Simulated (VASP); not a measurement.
Input:

```
CELL_PARAMETERS angstrom
     13.24989     0.00000     0.00000
      0.00000    13.24989     0.00000
      0.00000     0.00000    13.24989
ATOMIC_POSITIONS crystal
  Cd 0.50587 0.00556 0.00541
  Cd 0.74247 0.24207 0.00292
  Cd 0.74228 0.00284 0.24207
  Cd 0.00086 0.00119 0.00105
  Cd 0.25629 0.25522 0.00511
  Cd 0.49146 0.49311 0.00434
  Cd 0.74905 0.74977 0.00032
  Cd 0.25651 0.00489 0.25533
  Cd 0.75682 0.50656 0.24198
  Cd 0.49162 0.00416 0.49345
  Cd 0.75698 0.24216 0.50651
  Cd 0.74921 0.00050 0.74969
  Cd 0.99953 0.49835 0.00046
  Cd 0.25049 0.75007 0.00056
  Cd 0.00154 0.24981 0.24979
  Cd 0.25356 0.49272 0.24148
  Cd 0.49952 0.75166 0.25015
  Cd 0.99962 0.00029 0.49848
  Cd 0.25348 0.24155 0.49264
  Cd 0.49158 0.50676 0.50661
  Cd 0.74858 0.75217 0.49860
  Cd 0.25047 0.00061 0.75000
  Cd 0.49970 0.25033 0.75140
  Cd 0.74874 0.49866 0.75183
  Cd 0.00030 0.75065 0.24984
  Cd 0.00175 0.49888 0.49850
  Cd 0.25018 0.74988 0.49890
  Cd 0.00068 0.25005 0.75063
  Cd 0.25020 0.49890 0.75001
  Cd 0.50055 0.75050 0.75054
  Cd 0.00054 0.75024 0.75025
  Te 0.61424 0.13478 0.13472
  Te 0.87323 0.37132 0.12321
  Te 0.87328 0.12314 0.37128
  Te 0.12687 0.12491 0.12506
  Te 0.38514 0.36378 0.13510
  Te 0.62170 0.62384 0.12358
  Te 0.87408 0.87514 0.12470
  Te 0.38498 0.13489 0.36389
  Te 0.87527 0.62559 0.37570
  Te 0.62181 0.12376 0.62380
  Te 0.87568 0.37587 0.62536
  Te 0.87433 0.12503 0.87509
  Te 0.12467 0.62390 0.12476
  Te 0.37522 0.87602 0.12422
  Te 0.12657 0.37435 0.37427
  Te 0.37274 0.62356 0.37156
  Te 0.62389 0.87677 0.37479
  Te 0.12469 0.12482 0.62388
  Te 0.37275 0.37176 0.62351
  Te 0.62585 0.62527 0.62519
  Te 0.87479 0.87491 0.62450
  Te 0.37526 0.12435 0.87601
  Te 0.62409 0.37490 0.87669
  Te 0.87475 0.62448 0.87485
  Te 0.12589 0.87563 0.37370
  Te 0.12495 0.62453 0.62455
  Te 0.37515 0.87484 0.62429
  Te 0.12612 0.37368 0.87598
  Te 0.37522 0.62434 0.87490
  Te 0.62436 0.87592 0.87579
  Te 0.12500 0.87505 0.87501
  I  0.62822 0.37769 0.37746
```
Cell charge -1.

Calculation: PBE GGA, VASP's PBE PAW potentials (set 64) (plane waves; VASP). Numerical set-up: PREC = Normal, LREAL = Auto, ISYM = 0, NELECT = 566.0, 400 eV cut-off, 1×1×1 Γ-centred mesh, Gaussian smearing of 0.050 eV, potentials Cd Te I. Starting moments (MAGMOM): 63*0.0317. The cell's moment is fixed (NUPDOWN = 2).

The cell is charged, with a uniform compensating background.  The supercell is sampled at Γ alone, which is coarse: total energies, pressure and levels can be off, energies of defects by several tenths of an eV.

Task: Estimate the cell moment, energy per atom (σ→0).

Result: 
The cell moment is 2.00 μB and the energy per atom (σ→0) is -2.314 eV/atom.

Task: Give the moment on each site (PAW-sphere projection).

Result: 
```
site  moment (μB)
----  -----------
Cd1          0.01
Cd2          0.01
Cd3          0.01
Cd4          0.01
Cd5          0.01
Cd6          0.01
Cd7          0.01
Cd8          0.01
Cd9          0.01
Cd10         0.01
Cd11         0.01
Cd12         0.01
Cd13         0.01
Cd14         0.01
Cd15         0.01
Cd16         0.01
Cd17         0.01
Cd18         0.01
Cd19         0.01
Cd20         0.01
Cd21         0.01
Cd22         0.01
Cd23         0.01
Cd24         0.01
Cd25         0.01
Cd26         0.01
Cd27         0.01
Cd28         0.01
Cd29         0.01
Cd30         0.01
Cd31         0.01
Te32         0.07
Te33         0.02
Te34         0.02
Te35         0.02
Te36         0.07
Te37         0.02
Te38         0.02
Te39         0.07
Te40         0.02
Te41         0.02
Te42         0.02
Te43         0.02
Te44         0.02
Te45         0.02
Te46         0.02
Te47         0.02
Te48         0.02
Te49         0.02
Te50         0.02
Te51         0.02
Te52         0.02
Te53         0.02
Te54         0.02
Te55         0.02
Te56         0.02
Te57         0.02
Te58         0.02
Te59         0.02
Te60         0.02
Te61         0.02
Te62         0.02
I63          0.01
```

Only differences to runs with the same potentials and settings are physical.

The cell is a supercell with a defect, built from CdTe (zinc blende): I_Te-vac_Cd, charge -1.
